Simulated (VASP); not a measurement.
Calculation: PBEsol GGA, VASP's PBE PAW potentials (set 64) (plane waves; VASP).

A VASP calculation is set up with these files.

POSCAR:
```
PtP
1.0
  3.0670208864   0.0000000000   0.0000000000
  0.0000000000   3.0670208864   0.0000000000
  0.0000000000   0.0000000000   3.0670208864
Pt P
1 1
direct
  0.0000000000   0.0000000000   0.0000000000
  0.5000000000   0.5000000000   0.5000000000
```

### KPOINTS
```
Automatic mesh
0
Gamma
11 11 11
0 0 0
```

**INCAR**
```
SYSTEM = PtP
PREC = Accurate
ENCUT = 400
EDIFF = 1E-6
NELM = 100
ALGO = Normal
LREAL = .FALSE.
LASPH = .TRUE.
ISMEAR = 1
SIGMA = 0.1
GGA = PS
LMAXMIX = 6
LWAVE = .FALSE.
LCHARG = .FALSE.
IBRION = 2
ISIF = 3
NSW = 60
EDIFFG = -0.01
```

POTCAR, in this order: Pt P (PBE.64 set). Program: vasp_std.

What VASP printed:

**OUTCAR**
```
 ion  position               nearest neighbor table
   1  0.000  0.000  0.000-   2 2.66   2 2.66   2 2.66   2 2.66   2 2.66   2 2.66   2 2.66   2 2.66
  LATTYP: Found a simple cubic cell.
 ALAT       =     3.0670208864
 Subroutine PRICEL returns:
 Original cell was already a primitive cell.
 Subroutine GETGRP returns: Found 48 space group operations
The static configuration has the point symmetry O_h .
The dynamic configuration has the point symmetry O_h .
 Subroutine INISYM returns: Found 48 space group operations
 Subroutine IBZKPT returns following result:
 Found     56 irreducible k-points:

 Following reciprocal coordinates:
            Coordinates               Weight
  0.000000  0.000000  0.000000      1.000000
  0.090909  0.000000  0.000000      6.000000
  0.181818  0.000000  0.000000      6.000000
  0.272727  0.000000  0.000000      6.000000
  0.363636  0.000000  0.000000      6.000000
  0.454545  0.000000  0.000000      6.000000
  0.090909  0.090909  0.000000     12.000000
  0.181818  0.090909  0.000000     24.000000
  0.272727  0.090909  0.000000     24.000000
  0.363636  0.090909  0.000000     24.000000
  0.454545  0.090909  0.000000     24.000000
  0.181818  0.181818  0.000000     12.000000
  0.272727  0.181818  0.000000     24.000000
  0.363636  0.181818  0.000000     24.000000
  0.454545  0.181818  0.000000     24.000000
  0.272727  0.272727  0.000000     12.000000
  0.363636  0.272727  0.000000     24.000000
  0.454545  0.272727  0.000000     24.000000
  0.363636  0.363636  0.000000     12.000000
  0.454545  0.363636  0.000000     24.000000
  0.454545  0.454545  0.000000     12.000000
  0.090909  0.090909  0.090909      8.000000
  0.181818  0.090909  0.090909     24.000000
  0.272727  0.090909  0.090909     24.000000
  0.363636  0.090909  0.090909     24.000000
  0.454545  0.090909  0.090909     24.000000
  0.181818  0.181818  0.090909     24.000000
  0.272727  0.181818  0.090909     48.000000
  0.363636  0.181818  0.090909     48.000000
  0.454545  0.181818  0.090909     48.000000
  0.272727  0.272727  0.090909     24.000000
  0.363636  0.272727  0.090909     48.000000
  0.454545  0.272727  0.090909     48.000000
  0.363636  0.363636  0.090909     24.000000
  0.454545  0.363636  0.090909     48.000000
  0.454545  0.454545  0.090909     24.000000
  0.181818  0.181818  0.181818      8.000000
  0.272727  0.181818  0.181818     24.000000
  0.363636  0.181818  0.181818     24.000000
  0.454545  0.181818  0.181818     24.000000
   k-points           NKPTS =     56   k-points in BZ     NKDIM =     56   number of bands    NBANDS=     11
   number of dos      NEDOS =    301   number of ions     NIONS =      2
   total plane-waves  NPLWV =   8000
   dimension x,y,z NGX =    20 NGY =   20 NGZ =   20
   dimension x,y,z NGXF=    40 NGYF=   40 NGZF=   40
   ions per type =               1   1
   PREC   = accura    normal or accurate (medium, high low for compatibility)
   ISTART =      0    job   : 0-new  1-cont  2-samecut
   ICHARG =      2    charge: 1-file 2-atom 10-const
   ISPIN  =      1    spin polarized calculation?
   LNONCOLLINEAR =      F non collinear calculations
   LSORBIT =      F    spin-orbit coupling
   INIWAV =      1    electr: 0-lowe 1-rand  2-diag
   ENCUT  =  400.0 eV  29.40 Ry    5.42 a.u.   5.00  5.00  5.00*2*pi/ulx,y,z
   NELM   =    100;   NELMIN=  2; NELMDL= -5     # of ELM steps
   EDIFF  = 0.1E-05   stopping-criterion for ELM
   LREAL  =      F    real-space projection
   NLSPLINE    = F    spline interpolate recip. space projectors
   LMAXMIX     =    6 max onsite mixed and CHGCAR
   VOSKOWN=      0    Vosko Wilk Nusair interpolation
...
```

### OSZICAR
```
       N       E                     dE             d eps       ncg     rms          rms(c)
DAV:   1     0.439320682241E+02    0.43932E+02   -0.60671E+03  1368   0.953E+02
DAV:   2    -0.116369523191E+02   -0.55569E+02   -0.51807E+02  1377   0.193E+02
DAV:   3    -0.131903731347E+02   -0.15534E+01   -0.15210E+01  1504   0.308E+01
DAV:   4    -0.132040795996E+02   -0.13706E-01   -0.13690E-01  1369   0.329E+00
DAV:   5    -0.132042378438E+02   -0.15824E-03   -0.15822E-03  1493   0.324E-01    0.144E+01
DAV:   6    -0.127739083962E+02    0.43033E+00   -0.30590E+00  1292   0.167E+01    0.829E+00
DAV:   7    -0.126973828490E+02    0.76526E-01   -0.32545E-01  1265   0.593E+00    0.473E+00
DAV:   8    -0.126823184103E+02    0.15064E-01   -0.39062E-02  1340   0.178E+00    0.453E-01
DAV:   9    -0.126819647447E+02    0.35367E-03   -0.88863E-04  1403   0.268E-01    0.253E-01
DAV:  10    -0.126817896482E+02    0.17510E-03   -0.73013E-04  1268   0.193E-01    0.312E-02
DAV:  11    -0.126817861298E+02    0.35184E-05   -0.18417E-05  1385   0.399E-02    0.617E-03
DAV:  12    -0.126817867923E+02   -0.66250E-06   -0.19399E-07   799   0.451E-03
   1 F= -.12681787E+02 E0= -.12681744E+02  d E =-.126818E+02
       N       E                     dE             d eps       ncg     rms          rms(c)
DAV:   1    -0.126824961640E+02   -0.71003E-03   -0.12908E-02  1284   0.122E+00    0.182E-01
DAV:   2    -0.126818628201E+02    0.63334E-03   -0.38870E-03  1256   0.640E-01    0.103E-01
DAV:   3    -0.126817710176E+02    0.91803E-04   -0.25312E-04  1271   0.163E-01    0.517E-02
DAV:   4    -0.126817564196E+02    0.14598E-04   -0.75555E-05  1313   0.633E-02    0.123E-02
DAV:   5    -0.126817558201E+02    0.59948E-06   -0.21425E-06  1162   0.126E-02
   2 F= -.12681756E+02 E0= -.12681717E+02  d E =0.309721E-04
       N       E                     dE             d eps       ncg     rms          rms(c)
DAV:   1    -0.126820988172E+02   -0.34240E-03   -0.51781E-03  1275   0.775E-01    0.116E-01
DAV:   2    -0.126818414737E+02    0.25734E-03   -0.15838E-03  1250   0.408E-01    0.645E-02
DAV:   3    -0.126818045716E+02    0.36902E-04   -0.10311E-04  1280   0.104E-01    0.320E-02
DAV:   4    -0.126817996513E+02    0.49203E-05   -0.30092E-05  1301   0.400E-02    0.773E-03
DAV:   5    -0.126817996965E+02   -0.45203E-07   -0.79262E-07   724   0.790E-03
   3 F= -.12681800E+02 E0= -.12681758E+02  d E =-.129042E-04
```

OUTCAR:
```
------------------------ aborting loop because EDIFF is reached ----------------------------------------
  FORCE on cell =-STRESS in cart. coord.  units (eV):
  Direction    XX          YY          ZZ          XY          YZ          ZX
  --------------------------------------------------------------------------------------
  Total        0.0015774      0.0015774      0.0015774     -0.0000000     -0.0000000      0.0000000
  in kB        0.0875233      0.0875233      0.0875233     -0.0000000     -0.0000000      0.0000000
  external PRESSURE =       0.0875233 kB  Pullay stress =       0.0000000 kB
  volume of cell :       28.88
      direct lattice vectors                 reciprocal lattice vectors
     3.067921664 -0.000000000  0.000000000     0.325953564  0.000000000 -0.000000000
    -0.000000000  3.067921664 -0.000000000     0.000000000  0.325953564  0.000000000
     0.000000000 -0.000000000  3.067921664    -0.000000000  0.000000000  0.325953564
 POSITION                                       TOTAL-FORCE (eV/Angst)
 -----------------------------------------------------------------------------------
      0.00000      0.00000      0.00000         0.000000      0.000000      0.000000
      1.53396      1.53396      1.53396        -0.000000     -0.000000      0.000000
 -----------------------------------------------------------------------------------
    total drift:                               -0.000000      0.000000     -0.000000
  FREE ENERGIE OF THE ION-ELECTRON SYSTEM (eV)
  ---------------------------------------------------
  free  energy   TOTEN  =       -12.6817996965 eV

  energy  without entropy=      -12.6816757949  energy(sigma->0) =      -12.68175840

 reached required accuracy - stopping structural energy minimisation
```
(Selected blocks of OUTCAR.)

### CONTCAR
```
PtP
   1.00000000000000
     3.0679216641390732   -0.0000000000000000    0.0000000000000000
    -0.0000000000000000    3.0679216641390732   -0.0000000000000000
     0.0000000000000000   -0.0000000000000000    3.0679216641390732
  Pt              P
     1     1
Direct
     0.0000000000000000    0.0000000000000000    0.0000000000000000
     0.5000000000000000    0.5000000000000000    0.5000000000000000
```

### OUTCAR
```
 val. band max:       11.0631116127   @ k =   0.0909   0.0909   0.0909

 cond. band min:      11.1362074812   @ k =   0.2727   0.2727   0.1818


 Fermi energy:        11.1192114426

 k-point     1 :       0.0000    0.0000    0.0000
  band No.  band energies     occupation
      1      -3.6284      2.00000
      2       5.5535      2.00000
      3       5.5535      2.00000
      4       8.6042      2.00000
      5       8.6042      2.00000
      6       8.6042      2.00000
      7      10.7621      2.00001
      8      10.7621      2.00001
      9      10.7621      2.00001
     10      14.3694      0.00000
     11      19.4155      0.00000

 k-point     2 :       0.0909    0.0000    0.0000
  band No.  band energies     occupation
      1      -3.4949      2.00000
      2       5.5186      2.00000
      3       5.6001      2.00000
      4       8.2713      2.00000
      5       8.2713      2.00000
      6       8.6227      2.00000
      7      10.0810      2.00000
      8      11.1981      0.02550
      9      11.1981      0.02550
     10      15.0353      0.00000
     11      19.1426      0.00000

 k-point     3 :       0.1818    0.0000    0.0000
  band No.  band energies     occupation
      1      -3.1019      2.00000
      2       5.1935      2.00000
      3       5.7293      2.00000
      4       7.6645      2.00000
      5       7.6645      2.00000
      6       8.6730      2.00000
      7       9.2002      2.00000
      8      12.1168     -0.00000
      9      12.1168     -0.00000
     10      16.0060      0.00000
     11      18.4636      0.00000

 k-point     4 :       0.2727    0.0000    0.0000
  band No.  band energies     occupation
      1      -2.4750      2.00000
      2       4.2536      2.00000
      3       5.9088      2.00000
      4       7.1092      2.00000
      5       7.1092      2.00000
      6       8.7398      2.00000
      7       9.0993      2.00000
      8      13.1937      0.00000
      9      13.1937      0.00000
...
```

Unless said otherwise, spin-orbit coupling is left out, though it shifts the bands of the heavy elements here.

The structure was generated: PtP was put into the CsCl type type (Pm-3m), which need not be its known phase. This run relaxes it. Symmetry was kept, so distortions that lower it aren't found. The start is the result of an earlier pass. The electron count is odd and the run is not spin-polarised, which forces a metal.
